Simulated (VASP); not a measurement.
```xyz
2
Lattice="4.1204 0.0000 0.0000 0.0000 4.0463 0.0000 0.0000 0.0000 4.1635" Properties=species:S:1:pos:R:3 pbc="T T T"
Cs     0.0000     0.0000     0.0000
Cl     2.1562     2.0231     2.0818
```

Level of theory: PBE GGA, VASP's PBE PAW potentials (set 64) (plane waves; VASP 6.6.1). Settings: EDIFF = 1E-5, 400 eV cut-off, 6×6×6 Γ-centred mesh, Gaussian smearing of 0.050 eV, potentials Cs_sv Cl.

Give the force on each atom (eV/Å).

```json
[
 {"atom": "Cs1", "Fx": "0.088", "Fy": "0.000", "Fz": "0.000"},
 {"atom": "Cl2", "Fx": "-0.088", "Fy": "0.000", "Fz": "0.000"}
]
```

Give the stress tensor in GPa (positive for a compressed cell).

```
1.17  0.00  0.00
0.00  1.72  0.00
0.00  0.00  0.90
```
The pressure is its mean diagonal, 1.26 GPa.

The compound is CsCl in the CsCl type structure. The cell was not relaxed at this level, atoms are displaced from their ideal sites. The run is one of a series of settings (EDIFF = 1E-5 against the base run), some of them coarse on purpose.
